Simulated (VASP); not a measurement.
A convergence study with VASP on Cd (space group no. 194 when undisturbed): a few settings are varied, all else stays as given below, so the limit is that of these other settings. One atom is moved off its site, so that forces are finite.

```yaml
crystal:
  lattice:
    - [1.48553, -2.57301, 0.00000]
    - [1.48553, 2.57301, 0.00000]
    - [0.00000, 0.00000, 5.60314]
  atoms:
    - { symbol: Cd, position: [0.33333, 0.66667, 0.25892] }
    - { symbol: Cd, position: [0.66667, 0.33333, 0.75000] }
```

Method: PBE GGA, VASP's PBE PAW potentials (set 64) (plane waves; VASP). The last row used: 300 eV cut-off, 13×13×6 Γ-centred mesh, Gaussian smearing of 0.10 eV, potentials Cd.

| setting | E (eV/atom) | pressure (GPa) | largest force (eV/Å) | irreducible k-points |
|---|---|---|---|---|
| NBANDS = 12 | -0.5670 | 5.20 | 0.091 | 112 |
| NBANDS = 13 | -0.7351 | 3.66 | 0.106 | 112 |
| NBANDS = 14 | -0.7351 | 3.66 | 0.106 | 112 |
| NBANDS = 15 | -0.7351 | 3.66 | 0.106 | 112 |
| NBANDS = 16 | -0.7351 | 3.66 | 0.106 | 112 |
| NBANDS = 18 | -0.7351 | 3.65 | 0.106 | 112 |
| NBANDS = 22 | -0.7351 | 3.65 | 0.106 | 112 |
| NBANDS = 28 | -0.7351 | 3.65 | 0.106 | 112 |
| NBANDS = 44 | -0.7351 | 3.65 | 0.106 | 112 |

VASP warned of too few bands at NBANDS = 12; NBANDS = 13.

Left out are rungs that failed or repeat a setting and relaxations that didn't move; long series are thinned to 24 rows.

The structure is a typed Cd crystal (space group no. 194). The cell was not relaxed at this level, it is distorted from the ideal structure. VASP warned that the highest band is occupied, so more bands are needed.
